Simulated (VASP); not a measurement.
# MgS (Fm-3m): formation energy of the defect Sb_Mg, part 3 of 7

How easily does the defect Sb_Mg form in MgS (Fm-3m)? The host is relaxed first, then a supercell is run with and without the defect. The start is a computed cell from the Materials Project.

VASP 6.6.1, plane waves and PAW; the level of theory is named at each step.

So far. Step 2 (The host at zero pressure): The run ended after 2 ionic steps, 0.003 eV below its first step, once forces and stress met EDIFFG = -0.02. The relaxed cell has a = 5.180 Å (conventional setting).

### Step 3. The host's dielectric tensor, for the charge correction (continued)

Level of this step: PBEsol; plane waves and PAW (Mg, S) (VASP).

From OUTCAR (step 3):

```text
  LATTYP: Found a face centered cubic cell.
 ALAT       =     5.1795282954

The static configuration has the point symmetry O_h .

 Found     29 irreducible k-points:

   k-points           NKPTS =     29   k-points in BZ     NKDIM =     29   number of bands    NBANDS=     10

   ENCUT  =  300.0 eV  22.05 Ry    4.70 a.u.   5.17  5.17  5.17*2*pi/ulx,y,z

   NELECT =       8.0000    total number of electrons

  Total       -0.0557428     -0.0557428     -0.0557428      0.0000000      0.0000000     -0.0000000
  in kB       -2.5709202     -2.5709202     -2.5709202      0.0000000      0.0000000     -0.0000000
  external PRESSURE =      -2.5709202 kB  Pullay stress =       0.0000000 kB

  energy-cutoff  :      300.00
  volume of cell :       34.74
      direct lattice vectors                 reciprocal lattice vectors
     0.000000000  2.589764148  2.589764148    -0.193067774  0.193067774  0.193067774
     2.589764148  0.000000000  2.589764148     0.193067774 -0.193067774  0.193067774
     2.589764148  2.589764148  0.000000000     0.193067774  0.193067774 -0.193067774

 POSITION                                       TOTAL-FORCE (eV/Angst)
 -----------------------------------------------------------------------------------
      0.00000      0.00000      0.00000         0.000000     -0.000000     -0.000000
      2.58976      2.58976      2.58976        -0.000000      0.000000      0.000000
 -----------------------------------------------------------------------------------
    total drift:                               -0.000000     -0.000000      0.000000

 MACROSCOPIC STATIC DIELECTRIC TENSOR (including local field effects in DFT)
 ------------------------------------------------------
           5.507201    -0.000000     0.000000
          -0.000000     5.507201     0.000000
          -0.000000    -0.000000     5.507201
 ------------------------------------------------------

 PIEZOELECTRIC TENSOR (including local field effects)  for field in x, y, z        (C/m^2)
          XX          YY          ZZ          XY          YZ          ZX
  --------------------------------------------------------------------------------
  x     0.00000     0.00000     0.00000     0.00000     0.00000     0.00000
  y     0.00000     0.00000     0.00000     0.00000     0.00000     0.00000
  z     0.00000     0.00000     0.00000     0.00000     0.00000     0.00000

 BORN EFFECTIVE CHARGES (including local field effects) (in |e|, cummulative output)
 ---------------------------------------------------------------------------------
 ion    1
    1     2.30444    -0.00000    -0.00000
    2    -0.00000     2.30444     0.00000
    3    -0.00000     0.00000     2.30444
 ion    2
    1    -2.30444     0.00000     0.00000
    2     0.00000    -2.30444    -0.00000
    3     0.00000    -0.00000    -2.30444

 Eigenvectors and eigenvalues of the dynamical matrix
 ----------------------------------------------------

   1 f  =    7.286998 THz    45.785558 2PiTHz  243.068083 cm-1    30.136588 meV
             X         Y         Z           dx          dy          dz
      0.000000  0.000000  0.000000     0.000000    0.754129    0.000000
      2.589764  2.589764  2.589764     0.000000   -0.656727    0.000000

   2 f  =    7.286998 THz    45.785558 2PiTHz  243.068083 cm-1    30.136588 meV
             X         Y         Z           dx          dy          dz
      0.000000  0.000000  0.000000     0.754129    0.000000    0.000000
      2.589764  2.589764  2.589764    -0.656727    0.000000    0.000000

   3 f  =    7.286998 THz    45.785558 2PiTHz  243.068083 cm-1    30.136588 meV
             X         Y         Z           dx          dy          dz
      0.000000  0.000000  0.000000     0.000000    0.000000    0.754129
      2.589764  2.589764  2.589764     0.000000    0.000000   -0.656727

   4 f/i=    0.000946 THz     0.005943 2PiTHz    0.031549 cm-1     0.003912 meV
             X         Y         Z           dx          dy          dz
      0.000000  0.000000  0.000000    -0.656727    0.000000    0.000000
      2.589764  2.589764  2.589764    -0.754129    0.000000    0.000000

   5 f/i=    0.000946 THz     0.005943 2PiTHz    0.031549 cm-1     0.003912 meV
             X         Y         Z           dx          dy          dz
      0.000000  0.000000  0.000000     0.000000   -0.656727    0.000000
      2.589764  2.589764  2.589764     0.000000   -0.754129    0.000000

   6 f/i=    0.000946 THz     0.005943 2PiTHz    0.031549 cm-1     0.003912 meV
             X         Y         Z           dx          dy          dz
      0.000000  0.000000  0.000000     0.000000    0.000000   -0.656727
      2.589764  2.589764  2.589764     0.000000    0.000000   -0.754129

 MACROSCOPIC STATIC DIELECTRIC TENSOR IONIC CONTRIBUTION
 ------------------------------------------------------
           9.208521     0.000000     0.000000
           0.000000     9.208521    -0.000000
           0.000000    -0.000000     9.208521
 ------------------------------------------------------

 ELASTIC MODULI CONTR FROM IONIC RELAXATION (kBar)
 Direction    XX          YY          ZZ          XY          YZ          ZX
 --------------------------------------------------------------------------------
 XX           0.0000      0.0000      0.0000      0.0000      0.0000      0.0000
 YY           0.0000      0.0000      0.0000      0.0000      0.0000      0.0000
 ZZ           0.0000      0.0000      0.0000      0.0000      0.0000      0.0000
 XY           0.0000      0.0000      0.0000      0.0000      0.0000      0.0000
 YZ           0.0000      0.0000      0.0000      0.0000      0.0000      0.0000
 ZX           0.0000      0.0000      0.0000      0.0000      0.0000      0.0000
 --------------------------------------------------------------------------------

 PIEZOELECTRIC TENSOR IONIC CONTR  for field in x, y, z        (C/m^2)
          XX          YY          ZZ          XY          YZ          ZX
  --------------------------------------------------------------------------------
  x     0.00000     0.00000     0.00000     0.00000     0.00000     0.00000
  y     0.00000     0.00000     0.00000     0.00000     0.00000     0.00000
  z     0.00000     0.00000     0.00000     0.00000     0.00000     0.00000

[... 2 parts as in an earlier step ...]

[... 3 further parts left out ...]
```

Energies printed during the response cycles are not total energies of the cell.

This step gave:

| Property | Result |
| --- | --- |
| pressure of the cell | -0.2571 GPa |
| largest force of the cell | 0 eV/Å |
| Fermi energy | 4.007 eV |
| gap on the k-mesh | 2.737 eV |
| least direct gap on the k-mesh | 3.701 eV |

Electronic dielectric tensor with local fields:

```
5.51 0.00 0.00
0.00 5.51 0.00
0.00 0.00 5.51
```

Ionic part of the static dielectric tensor:

```
9.21 0.00 0.00
0.00 9.21 0.00
0.00 0.00 9.21
```

Born effective charge (e), principal values of the symmetric part by kind of site:

| atom | atoms with these values | low | middle | high | mean |
| --- | --- | --- | --- | --- | --- |
| Mg1 | 1 | 2.30 | 2.30 | 2.30 | 2.30 |
| S2 | 1 | -2.30 | -2.30 | -2.30 | -2.30 |

In full for Mg1:

```
2.30 0.00 0.00
0.00 2.30 0.00
0.00 0.00 2.30
```

Lines of the infrared spectrum (strongest = 100):

| position (cm⁻¹) | lines merged | squared mode dipole, relative |
| --- | --- | --- |
| 243 | 3 | 100 |

The electrons screen with a mean of 5.51 and the ions add 9.21; the sum enters the correction.

### Step 4. The perfect supercell

System of this step: MgS (Fm-3m). The cell holds 54 atoms: 27 Mg and 27 S. Cell: a = 10.987 Å, b = 10.987 Å, c = 10.987 Å, α = 60.0°, β = 60.0°, γ = 60.0°. It derives from MgS (MgS (Fm-3m)).

The same cell, mesh and cutoff without the defect give the energy to subtract and, in a gapped host, the band edges to count from, so that most errors cancel.

The input, INCAR:

```
SYSTEM = MgS
PREC = Normal
ENCUT = 300
EDIFF = 1E-05
NELM = 120
ISMEAR = 0
SIGMA = 0.05
LREAL = Auto
ALGO = Fast
GGA = PS
LORBIT = 11
LWAVE = .FALSE.
LCHARG = .FALSE.
KPAR = 4
```

The input, POSCAR:

```
MgS
1.0
    0.0000000000      7.7692924431      7.7692924431
    7.7692924431      0.0000000000      7.7692924431
    7.7692924431      7.7692924431      0.0000000000
Mg S
27 27
Direct
    0.0000000000      0.0000000000      0.0000000000
    0.0000000000      0.0000000000      0.3333333333
    0.0000000000      0.0000000000      0.6666666667
    0.0000000000      0.3333333333      0.0000000000
    0.0000000000      0.3333333333      0.3333333333
    0.0000000000      0.3333333333      0.6666666667
    0.0000000000      0.6666666667      0.0000000000
    0.0000000000      0.6666666667      0.3333333333
    0.0000000000      0.6666666667      0.6666666667
    0.3333333333      0.0000000000      0.0000000000
    0.3333333333      0.0000000000      0.3333333333
    0.3333333333      0.0000000000      0.6666666667
    0.3333333333      0.3333333333      0.0000000000
    0.3333333333      0.3333333333      0.3333333333
    0.3333333333      0.3333333333      0.6666666667
    0.3333333333      0.6666666667      0.0000000000
    0.3333333333      0.6666666667      0.3333333333
    0.3333333333      0.6666666667      0.6666666667
    0.6666666667      0.0000000000      0.0000000000
    0.6666666667      0.0000000000      0.3333333333
    0.6666666667      0.0000000000      0.6666666667
    0.6666666667      0.3333333333      0.0000000000
    0.6666666667      0.3333333333      0.3333333333
    0.6666666667      0.3333333333      0.6666666667
    0.6666666667      0.6666666667      0.0000000000
    0.6666666667      0.6666666667      0.3333333333
    0.6666666667      0.6666666667      0.6666666667
    0.1666666667      0.1666666667      0.1666666667
    0.1666666667      0.1666666667      0.5000000000
    0.1666666667      0.1666666667      0.8333333333
    0.1666666667      0.5000000000      0.1666666667
    0.1666666667      0.5000000000      0.5000000000
    0.1666666667      0.5000000000      0.8333333333
    0.1666666667      0.8333333333      0.1666666667
    0.1666666667      0.8333333333      0.5000000000
    0.1666666667      0.8333333333      0.8333333333
    0.5000000000      0.1666666667      0.1666666667
    0.5000000000      0.1666666667      0.5000000000
    0.5000000000      0.1666666667      0.8333333333
    0.5000000000      0.5000000000      0.1666666667
    0.5000000000      0.5000000000      0.5000000000
    0.5000000000      0.5000000000      0.8333333333
    0.5000000000      0.8333333333      0.1666666667
    0.5000000000      0.8333333333      0.5000000000
    0.5000000000      0.8333333333      0.8333333333
    0.8333333333      0.1666666667      0.1666666667
    0.8333333333      0.1666666667      0.5000000000
    0.8333333333      0.1666666667      0.8333333333
    0.8333333333      0.5000000000      0.1666666667
    0.8333333333      0.5000000000      0.5000000000
    0.8333333333      0.5000000000      0.8333333333
    0.8333333333      0.8333333333      0.1666666667
    0.8333333333      0.8333333333      0.5000000000
    0.8333333333      0.8333333333      0.8333333333
```

The input, KPOINTS:

```
Automatic mesh
0
Gamma
2 2 2
0 0 0
```

The projector-augmented-wave data sets are Mg and S (PBE family, release 64).

Started as:

```
$ mpirun -np 4 vasp_std
```

Output:

```text
[banner, memory and clock lines left out]
running    4 mpi-ranks, on    1 nodes
 distrk:  each k-point on    1 cores,    4 groups
 distr:  one band on    1 cores,    1 groups

 POSCAR found type information on POSCAR MgS
 POSCAR found :  2 types and      54 ions
 [... a notice as in an earlier step ...]

 LDA part: xc-table for (Slater+PW92), standard interpolation
 POSCAR, INCAR and KPOINTS ok, starting setup
 FFT: planning ... GRIDC
 FFT: planning ... GRID_SOFT
 FFT: planning ... GRID
 WAVECAR not read
 entering main loop
       N       E                     dE             d eps       ncg     rms          rms(c)
DAV:   1     0.748997748841E+03    0.74900E+03   -0.62679E+04   832   0.856E+02
DAV:   2    -0.175443983840E+03   -0.92444E+03   -0.89546E+03  1048   0.178E+02
DAV:   3    -0.253130293629E+03   -0.77686E+02   -0.77314E+02   944   0.572E+01
DAV:   4    -0.254735026049E+03   -0.16047E+01   -0.16001E+01  1008   0.943E+00
DAV:   5    -0.254774075238E+03   -0.39049E-01   -0.39011E-01   976   0.143E+00    0.220E+01
RMM:   6    -0.245902185257E+03    0.88719E+01   -0.17213E+01   825   0.665E+00    0.152E+01
RMM:   7    -0.245092767017E+03    0.80942E+00   -0.14632E+01   881   0.608E+00    0.871E+00
RMM:   8    -0.245233851880E+03   -0.14108E+00   -0.50743E+00   871   0.386E+00    0.594E+00
RMM:   9    -0.244865997851E+03    0.36785E+00   -0.10015E+00   927   0.182E+00    0.543E-01
RMM:  10    -0.244877608314E+03   -0.11610E-01   -0.14531E-01   967   0.729E-01    0.221E-01
RMM:  11    -0.244878794341E+03   -0.11860E-02   -0.14743E-02   984   0.263E-01    0.112E-01
RMM:  12    -0.244879222733E+03   -0.42839E-03   -0.32218E-03   984   0.118E-01    0.935E-02
RMM:  13    -0.244879308470E+03   -0.85737E-04   -0.10419E-03  1051   0.602E-02    0.729E-02
RMM:  14    -0.244879315554E+03   -0.70839E-05   -0.10580E-04   878   0.221E-02    0.578E-02
RMM:  15    -0.244879310099E+03    0.54555E-05   -0.36601E-05   750   0.118E-02
   1 F= -.24487931E+03 E0= -.24487931E+03  d E =-.274778E-12
```

The job ended after 34 s (4 MPI ranks of Intel Xeon 6975P-C (Granite Rapids), shared host; peak memory 1.5 GiB; 2.2 min of CPU time).

From OUTCAR (step 4):

```text
  LATTYP: Found a face centered cubic cell.
 ALAT       =    15.5385848862

The static configuration has the point symmetry O_h .

 Found      3 irreducible k-points:

   k-points           NKPTS =      3   k-points in BZ     NKDIM =      3   number of bands    NBANDS=    136

   dimension x,y,z NGX =    48 NGY =   48 NGZ =   48
   dimension x,y,z NGXF=    96 NGYF=   96 NGZF=   96

   ENCUT  =  300.0 eV  22.05 Ry    4.70 a.u.  15.52 15.52 15.52*2*pi/ulx,y,z

   NELECT =     216.0000    total number of electrons

 E-fermi :   4.0491

 k-point     1 :       0.0000    0.0000    0.0000
  band No.  band energies     occupation
    ...
    104       3.3210      2.00000
    105       3.3210      2.00000
    106       3.8022      2.00000
    107       3.8022      2.00000
    108       3.8022      2.00000
    109       7.5025      0.00000
    110       7.6528      0.00000
    111       7.6529      0.00000
    112       7.6529      0.00000
    113       7.6529      0.00000
    ...

 k-point     2 :       0.5000    0.0000    0.0000
  band No.  band energies     occupation
    ...
    104       3.1870      2.00000
    105       3.6254      2.00000
    106       3.6254      2.00000
    107       3.6254      2.00000
    108       3.6254      2.00000
    109       7.4416      0.00000
    110       7.4416      0.00000
    111       7.4416      0.00000
    112       7.4416      0.00000
    113       7.4416      0.00000
    ...

  Total       -0.6677844     -0.6677844     -0.6677844     -0.0000000      0.0000000     -0.0000000
  in kB       -1.1407027     -1.1407027     -1.1407027     -0.0000000      0.0000000     -0.0000000
  external PRESSURE =      -1.1407027 kB  Pullay stress =       0.0000000 kB

  energy-cutoff  :      300.00
  volume of cell :      937.94
      direct lattice vectors                 reciprocal lattice vectors
     0.000000000  7.769292443  7.769292443    -0.064355925  0.064355925  0.064355925
     7.769292443  0.000000000  7.769292443     0.064355925 -0.064355925  0.064355925
     7.769292443  7.769292443  0.000000000     0.064355925  0.064355925 -0.064355925

 POSITION                                       TOTAL-FORCE (eV/Angst)
 -----------------------------------------------------------------------------------
      0.00000      0.00000      0.00000        -0.000000     -0.000000     -0.000000
      2.58976      2.58976      0.00000        -0.000000     -0.000000     -0.000000
      5.17953      5.17953      0.00000        -0.000000     -0.000000     -0.000000
      2.58976      0.00000      2.58976        -0.000000     -0.000000     -0.000000
      5.17953      2.58976      2.58976        -0.000000     -0.000000     -0.000000
      7.76929      5.17953      2.58976        -0.000000     -0.000000     -0.000000
      5.17953      0.00000      5.17953        -0.000000     -0.000000     -0.000000
      7.76929      2.58976      5.17953        -0.000000     -0.000000     -0.000000
     10.35906      5.17953      5.17953        -0.000000     -0.000000     -0.000000
      0.00000      2.58976      2.58976        -0.000000     -0.000000     -0.000000
      2.58976      5.17953      2.58976        -0.000000     -0.000000     -0.000000
      5.17953      7.76929      2.58976        -0.000000     -0.000000     -0.000000
      2.58976      2.58976      5.17953        -0.000000     -0.000000     -0.000000
      5.17953      5.17953      5.17953        -0.000000     -0.000000     -0.000000
      7.76929      7.76929      5.17953        -0.000000     -0.000000     -0.000000
      5.17953      2.58976      7.76929        -0.000000     -0.000000     -0.000000
      7.76929      5.17953      7.76929        -0.000000     -0.000000     -0.000000
     10.35906      7.76929      7.76929        -0.000000     -0.000000     -0.000000
      0.00000      5.17953      5.17953        -0.000000     -0.000000     -0.000000
      2.58976      7.76929      5.17953         0.000000     -0.000000     -0.000000
      5.17953     10.35906      5.17953        -0.000000     -0.000000     -0.000000
      2.58976      5.17953      7.76929        -0.000000     -0.000000     -0.000000
      5.17953      7.76929      7.76929        -0.000000     -0.000000     -0.000000
      7.76929     10.35906      7.76929        -0.000000     -0.000000     -0.000000
      5.17953      5.17953     10.35906        -0.000000     -0.000000     -0.000000
      7.76929      7.76929     10.35906        -0.000000     -0.000000     -0.000000
     10.35906     10.35906     10.35906        -0.000000     -0.000000     -0.000000
      2.58976      2.58976      2.58976         0.000000      0.000000      0.000000
      5.17953      5.17953      2.58976         0.000000      0.000000      0.000000
      7.76929      7.76929      2.58976        -0.000000     -0.000000      0.000000
      5.17953      2.58976      5.17953        -0.000000      0.000000     -0.000000
      7.76929      5.17953      5.17953        -0.000000      0.000000      0.000000
     10.35906      7.76929      5.17953        -0.000000      0.000000      0.000000
      7.76929      2.58976      7.76929        -0.000000      0.000000     -0.000000
     10.35906      5.17953      7.76929        -0.000000      0.000000      0.000000
     12.94882      7.76929      7.76929         0.000000     -0.000000      0.000000
      2.58976      5.17953      5.17953         0.000000     -0.000000     -0.000000
      5.17953      7.76929      5.17953         0.000000     -0.000000     -0.000000
[...]
-----------------------------------------------------------------------------------
    total drift:                               -0.000000     -0.000000     -0.000000

  FREE ENERGIE OF THE ION-ELECTRON SYSTEM (eV)
  ---------------------------------------------------
  free  energy   TOTEN  =      -244.8793100985 eV

  energy  without entropy=     -244.8793100985  energy(sigma->0) =     -244.87931010

 total charge
# of ion       s       p       d       tot
------------------------------------------
    1        0.138   0.132   0.041   0.312
    2        0.138   0.132   0.041   0.312
    3        0.138   0.132   0.041   0.312
    4        0.138   0.132   0.041   0.312
    5        0.138   0.132   0.041   0.312
    6        0.138   0.132   0.041   0.312
    7        0.138   0.132   0.041   0.312
    8        0.138   0.132   0.041   0.312
    9        0.138   0.132   0.041   0.312
   10        0.138   0.132   0.041   0.312
   11        0.138   0.132   0.041   0.312
   12        0.138   0.132   0.041   0.312
   13        0.138   0.132   0.041   0.312
   14        0.138   0.132   0.041   0.312
   15        0.138   0.132   0.041   0.312
   16        0.138   0.132   0.041   0.312
   17        0.138   0.132   0.041   0.312
   18        0.138   0.132   0.041   0.312
   19        0.138   0.132   0.041   0.312
   20        0.138   0.132   0.041   0.312
   21        0.138   0.132   0.041   0.312
   22        0.138   0.132   0.041   0.312
   23        0.138   0.132   0.041   0.312
   24        0.138   0.132   0.041   0.312
   25        0.138   0.132   0.041   0.312
   26        0.138   0.132   0.041   0.312
   27        0.138   0.132   0.041   0.312
   28        1.308   2.491   0.000   3.800
   29        1.308   2.491   0.000   3.800
   30        1.308   2.491   0.000   3.800
   31        1.308   2.491   0.000   3.800
   32        1.308   2.491   0.000   3.800
   33        1.308   2.491   0.000   3.800
   34        1.308   2.491   0.000   3.800
   35        1.308   2.491   0.000   3.800
   36        1.308   2.491   0.000   3.800
   37        1.308   2.491   0.000   3.800
[...]
--------------------------------------------------
tot         39.061  70.838   1.104 111.003

[... 1 part as in an earlier step ...]

[... 4 further parts left out ...]
```

A gap read on the k-mesh alone can miss the band edges.

Numbers from this step:

* electronic cycles: 15
* electrons: 216
* free energy (TOTEN): -244.8793 eV
* Fermi energy: 4.049 eV
* gap on the k-mesh: 2.735 eV

No direct gap is given, since this cell folds other wave vectors onto the zone centre.

The perfect cell has a gap of 2.73 eV on this mesh, with its valence-band top at 3.802 eV, and charged states follow.

(Continued in part 4 of 7.)

[Lines on the potential files, build, host, timing and source positions are cut from VASP's logs without a mark.]

[Logs are printed without paths, hosts, clocks, repeated set-up lines and the standing remarks that a program may print on its own settings, such as how far it seeks lower states.]

[Hosts, paths, dates, database ids (printed as entryN), source tags and the programs' standing remarks are cut or masked in the printed files.]

[In band tables of VASP the shares of atoms and orbitals are scaled to a sum of 1 inside the atoms' spheres.]

[Runs that stopped without an error message from VASP are left out.]
